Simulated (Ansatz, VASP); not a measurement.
# Cross-check of MoSeO between VASP and Ansatz, part 2 of 2

One calculation is typed for both programs; each brings its own data sets. How far apart do they land? The cell is invented: As first built, before any earlier steps moved the atoms (in the runner's words): O for half of the Se in the MoSe2 structure of space group P6_3/mmc. It may not be a known or stable phase. The cell is taken from a series of runs on this material, whose earlier steps may have relaxed, scaled, displaced or heated it; both programs get it as it stands.

VASP 6.6.1 and Ansatz 0.2.0.

So far: The starting structure; VASP: relaxation of cell and atoms, PBE.

### 3. Ansatz: relaxation of cell and atoms, PBE

Level of this step: Ansatz beside VASP: Kohn-Sham DFT, plane waves, PBE (Ansatz).

Ansatz runs on its default PAW (the set named soft_2) files.

The same cell, functional, mesh and smearing now go to Ansatz, which takes its cutoff from its data sets.

File input.yaml:

```yaml
crystal:
  lattice:
    - [3.0815130856, 0.0, 0.0]
    - [-1.5407565428, 2.6686686142, 0.0]
    - [0.0, 0.0, 12.5615681682]
  atoms:
    - { symbol: Mo, position: [0.6666666667, 0.3333333333, 0.75] }
    - { symbol: Mo, position: [0.3333333333, 0.6666666667, 0.25] }
    - { symbol: Se, position: [0.3333333333, 0.6666666667, 0.87222232] }
    - { symbol: O, position: [0.6666666667, 0.3333333333, 0.37222232] }
    - { symbol: Se, position: [0.3333333333, 0.6666666667, 0.62777768] }
    - { symbol: O, position: [0.6666666667, 0.3333333333, 0.12777768] }
kpoints:
  mp_grid: { grid: [8, 8, 2] }
scf:
  occupations: { method: gaussian, width: 0.03 }
hamiltonian:
  xc: pbe
output:
  forces: true
  stress: true
relax:
  f_tol: 0.02
  max_steps: 60
  cell: {}
```

Launch:

```
$ ansatz run input.yaml --threads 2 --pin off --max-ram 4096MiB --backend cpu --events-out ev --progress --plain --runs-dir out
```

Numbers of over 12 decimals in the logs are rounded to 6 here.

The log of the run:

```text
Engine: ansatz 0.2.0, aarch64-unknown-linux-gnu
Pseudopotentials: kind: paw
Pseudopotential: Mo, paw, valence charge 14, recommended cutoff 420 eV (normal), Mo.paw.azcp
Pseudopotential: Se, paw, valence charge 16, recommended cutoff 420 eV (normal), Se.paw.azcp
Pseudopotential: O, paw, valence charge 6, recommended cutoff 420 eV (normal), O.paw.azcp
Functional definition: PBE
  parameter kappa = 0.804
  parameter beta = 0.066725
  exchange = pbe_x(kappa = kappa, mu = beta*pi^2/3)
  correlation = pbe_c(beta = beta)
Crystal: 6 atoms, lattice volume = 103.301 Å³
Basis set: ecut = 420 eV, 2009 PW (Γ), exchange–correlation on 48×48×180 points (8 copies of the dense FFT grid, shifted against one another)
Bands: 44, of which v1, the nominal top of the filled ones, is band 36 counted from 1 (35 counted from 0)
Symmetry: 12 space group operations
Space group: P-6m2 (ITA 187), of the structure as read, at distance tolerance 4.7e-5 Å
k-points: 20 of 128 (time reversal used)
Non-local potential: Mo, projectors of the file, l = 0: 3, l = 1: 2, l = 2: 2, l = 3: 1
Non-local potential: Se, projectors of the file, l = 0: 2, l = 1: 2, l = 2: 3, l = 3: 1
Non-local potential: O, projectors of the file, l = 0: 2, l = 1: 2, l = 2: 1
PAW form: soft (Blöchl's): semilocal exchange-correlation on the pseudo side does not see the compensation charge
PAW one-centre angular grid: Mo, 590 points (default); XC on 64 Gauss nodes
PAW one-centre angular grid: Se, 590 points (default); XC on 64 Gauss nodes
PAW one-centre angular grid: O, 110 points (default); XC on 64 Gauss nodes
Initial density: superposition of atomic densities (neutral atoms: chi_scale 0, normalization atom), corrected by the library's trained network
Initial wavefunctions: pseudopotential atomic-orbital guess
Functional: x = pbe(κ = 0.804, μ = 0.219515), c = pbe(β = 0.066725)
SCF iter   1: F=—  HF=-21983.271882 eV  |F-HF|=—  |Δ(HF+E_count)|=         —  Δρ=1.29e-2  dr2=3.19e-1  ethr=1.77e-3  ⟨swp⟩=7.3  Hψ=3455  notcnv=0
preconditioner: auto → Resta (q_TF=auto, 2.569 Å⁻¹)  ε∞=7.8  [insulator: Δε(μ)=0.658 eV  Ē_g=8.398 eV  σ=0.030 eV  W_gap=1.00  n_scr=40 (ndim 8)  ℏωp=21.9 eV  f_vac=0.153  D(μ)=0.00/eV (n_scr^D=0)  ε∞_Penn≈7.8]
SCF iter   2: F=—  HF=-21983.247297 eV  |F-HF|=—  |Δ(HF+E_count)|=   2.46e-2  Δρ=1.19e-2  dr2=3.53e-1  ethr=4.43e-4  ⟨swp⟩=2.0  Hψ=1362  notcnv=0  defer=18
SCF iter   3: F=—  HF=-21983.222637 eV  |F-HF|=—  |Δ(HF+E_count)|=   2.47e-2  Δρ=4.75e-3  dr2=8.77e-2  ethr=4.43e-4  ⟨swp⟩=2.0  Hψ=1030  notcnv=0  defer=18
SCF iter   4: F=—  HF=-21983.212426 eV  |F-HF|=—  |Δ(HF+E_count)|=   1.02e-2  Δρ=6.89e-3  dr2=4.58e-1  ethr=1.22e-4  ⟨swp⟩=2.0  Hψ=1172  notcnv=0  defer=46  recentre
SCF iter   5: F=—  HF=-21983.210076 eV  |F-HF|=—  |Δ(HF+E_count)|=   2.35e-3  Δρ=2.30e-3  dr2=4.29e-2  ethr=1.22e-4  ⟨swp⟩=1.9  Hψ=1082  notcnv=0  defer=38
SCF iter   6: F=—  HF=-21983.207109 eV  |F-HF|=—  |Δ(HF+E_count)|=   2.97e-3  Δρ=1.32e-3  dr2=1.98e-2  ethr=5.96e-5  ⟨swp⟩=1.1  Hψ=932  notcnv=0  defer=36
SCF iter   7: F=—  HF=-21983.205588 eV  |F-HF|=—  |Δ(HF+E_count)|=   1.52e-3  Δρ=6.11e-4  dr2=2.73e-3  ethr=2.74e-5  ⟨swp⟩=1.0  Hψ=842  notcnv=0  defer=36
SCF iter   8: F=—  HF=-21983.205539 eV  |F-HF|=—  |Δ(HF+E_count)|=   4.90e-5  Δρ=3.48e-4  dr2=1.53e-3  ethr=3.79e-6  ⟨swp⟩=1.6  Hψ=870  notcnv=0  defer=36
SCF iter   9: F=—  HF=-21983.205477 eV  |F-HF|=—  |Δ(HF+E_count)|=   6.17e-5  Δρ=4.56e-5  dr2=7.90e-6  ethr=2.12e-6  ⟨swp⟩=1.0  Hψ=842  notcnv=0  defer=36
SCF iter  10: F=—  HF=-21983.205524 eV  |F-HF|=—  |Δ(HF+E_count)|=   4.73e-5  Δρ=2.14e-5  dr2=3.51e-6  ethr=1.10e-8  ⟨swp⟩=2.0  Hψ=1524  notcnv=0  defer=36
SCF iter  11: F=-21983.205524 eV  HF=-21983.205525 eV  |F-HF|=1.89e-8  |Δ(HF+E_count)|=   1.18e-7  Δρ=6.40e-6  dr2=9.67e-8  ethr=1.39e-10  ⟨swp⟩=4.0  Hψ=3455  notcnv=0
SCF 1 converged in 11 iterations: F = -21983.205524 eV  dr2 = 9.67e-8
  greatest PAW one-centre occupation: 1.000 electrons in one spin orbital (limit 2), on the Se atom at site 4 (counted from 0), in its partial waves of l = 2
relax step   1: F+E_penalty+E_count = -21983.20552448 eV  Δ(F+E_penalty+E_count) = +0.000e0 eV  max|allowed force component| = 5.072e0 eV/Å  Δτ_max = 0.0000 Å  P = +3.053 GPa  Ω = 103.301 Å³  (11 SCF iters, dr2 threshold 1.00e-7 eV, accepted)
[...]
relax step  11: F+E_penalty+E_count = -21986.57058787 eV  Δ(F+E_penalty+E_count) = +2.805e-4 eV  max|allowed force component| = 2.116e-4 eV/Å  Δτ_max = 0.0026 Å  P = +0.004 GPa  Ω = 103.881 Å³  energy of the carried Pulay correction = -1.569e-3 eV  (7 SCF iters, dr2 threshold 6.87e-9 eV, accepted)
[...]
relax step  12: F+E_penalty+E_count = -21986.57229033 eV  Δ(F+E_penalty+E_count) = -1.702e-3 eV  max|allowed force component| = 4.825e-4 eV/Å  Δτ_max = 0.0000 Å  P = +0.030 GPa  Ω = 103.881 Å³  stress off target by 5.69e-2 GPa  SCF on the basis re-selected at this cell (its energy is not comparable with the rows above)  (7 SCF iters)
[...]
relax step  13: F+E_penalty+E_count = -21986.57160180 eV  Δ(F+E_penalty+E_count) = +6.885e-4 eV  max|allowed force component| = 2.515e-3 eV/Å  Δτ_max = 0.0077 Å  P = -0.002 GPa  Ω = 104.350 Å³  energy of the carried Pulay correction = -7.733e-4 eV  (9 SCF iters, dr2 threshold 8.09e-9 eV, accepted)
[...]
relax step  14: F+E_penalty+E_count = -21986.57252214 eV  Δ(F+E_penalty+E_count) = -9.203e-4 eV  max|allowed force component| = 2.510e-3 eV/Å  Δτ_max = 0.0000 Å  P = +0.010 GPa  Ω = 104.350 Å³  stress off target by 4.32e-2 GPa  SCF on the basis re-selected at this cell (its energy is not comparable with the rows above)  (7 SCF iters)
basis re-selected at this cell: Δ(F+E_penalty+E_count) = -9.203e-4 eV, ΔP = +0.012 GPa vs the last step (what re-selecting the basis moved, of the pressure what is left beyond the Pulay correction that the steps carried, after the strain that the cell walked since its last selection, with what the two solves' SCF thresholds leave and, on support functions, any second-order correction that the steps lacked; it is no m [...]
SCF converged after 7 iterations
Free energy (F): -21986.572522 eV
Harris-Foulkes:  -21986.572522 eV  (|F-HF|=5.09e-11)
Internal energy: -21986.570277 eV  (E = F + TS)
E sigma→0 (E₀):  -21986.571399 eV
Entropy (-TS):   -0.002246 eV (-0.374 meV/atom)
Fermi energy:    10.734422 eV
--- Per-component energies (eV) ---
  E_band       = -1095.442904
  E_kinetic    = 1466.743729
  E_local      = -10829.595692  (includes V_loc(G=0)·N_el)
  E_nonlocal   = -811.404333
  E_hartree    = 4920.209765
  E_xc         = -723.287822
  E_vxc        = -843.111335  (∫ρ·V_xc dr)
  E_paw        = -10539.056493  (= ΣΔE_a)
  E_vpaw       = 81.501370  (= ΣTr[D̂ρ^β])
  E_aug_tail   = 0.003694  (compensation charges beyond the density's cutoff)
  E_ewald      = -5470.183123
  E_smearing   = -0.002246  (= −TS)
  E_closure    = -0.000000  (closes the sum)
  Σ components = -21986.572522   (vs F -21986.572522, Δ=0.00e0)
--- Forces (eV/Å), atoms counted from 1 ---
  atom   1  Mo    -0.00000000     0.00000000     0.00000000
  atom   2  Mo    -0.00000000     0.00000000     0.00000000
  atom   3  Se     0.00000000    -0.00000000     0.00251010
  atom   4  O     -0.00000000     0.00000000     0.00106403
  atom   5  Se     0.00000000    -0.00000000    -0.00251010
  atom   6  O     -0.00000000     0.00000000    -0.00106403
  max |Σ_I F_I| component: 5.10e-16 eV/Å
--- Stress (GPa, compression-positive) ---
       -0.006975      -0.000000       0.000000
       -0.000000      -0.006975      -0.000000
        0.000000      -0.000000       0.043224
  P = ⅓ Tr σ = 0.0098 GPa (0.098 kbar)
--- Relaxed structure (11 steps of the walk, 11 accepted, 3 SCFs on fresh bases) ---
  F+E_penalty+E_count = -21986.57252214 eV   max|allowed force component| = 2.510e-3 eV/Å   (the final SCF, on the basis selected at the relaxed cell)
  cell:  # Å, volume = 104.3497 Å³
    - [3.034859, 0, 0.0]
    - [-1.517429, 2.628265, 0.0]
    - [0.0, 0.0, 13.082280]
  atoms:
    - { symbol: Mo, position: [0.666667, 0.333333, 0.75] }
    - { symbol: Mo, position: [0.333333, 0.666667, 0.25] }
    - { symbol: Se, position: [0.333333, 0.666667, 0.886505] }
    - { symbol: O, position: [0.666667, 0.333333, 0.340062] }
    - { symbol: Se, position: [0.333333, 0.666667, 0.613495] }
    - { symbol: O, position: [0.666667, 0.333333, 0.159938] }
```

### 4. Side by side

Known differences besides the potentials themselves: the data sets hold 72 valence electrons in Ansatz (on its default PAW (the set named soft_2) files) and 52 in VASP; the cutoff is 420 eV in Ansatz and 600 eV in VASP; Ansatz adds a Pulay correction to the stress that steers its cell, VASP none. Total energies have different zeros and are not compared.

The two programs side by side:

```csv
quantity,Ansatz,VASP,difference
volume (Å³),104.35,102.56,+1.75 %
"edge a after relaxation, in the typed setting (Å)",3.035,3.036,-0.05 %
"edge c after relaxation, in the typed setting (Å)",13.082,12.845,+1.85 %
```

### 5. Outcome

| Item | Value |
| --- | --- |
| difference in edge c after relaxation, in the typed setting (relaxation of cell and atoms, PBE) | 1.9 % |

**Reading.** The difference in edge c after relaxation, in the typed setting is 1.9 % (relaxation of cell and atoms, PBE), beyond the 1.2 % picked in this series as the mark of a large difference, as far as the stopping tolerances let one tell. The data sets hold unlike numbers of valence electrons (72 in Ansatz and 52 in VASP), so part of the differences comes from the potentials. What causes the difference of the relaxation of cell and atoms, PBE pair stays open here. Such differences can come from data sets, numerical settings and the points named under the comparisons, not from the functional's error against experiment.

[Lines on the potential files, build, host, timing and source positions are cut from VASP's logs without a mark.]

[Logs are printed without paths, hosts, clocks, repeated set-up lines and the standing remarks that a program may print on its own settings, such as how far it seeks lower states.]

[Hosts, paths, dates, database ids (printed as entryN), source tags and the programs' standing remarks are cut or masked in the printed files.]
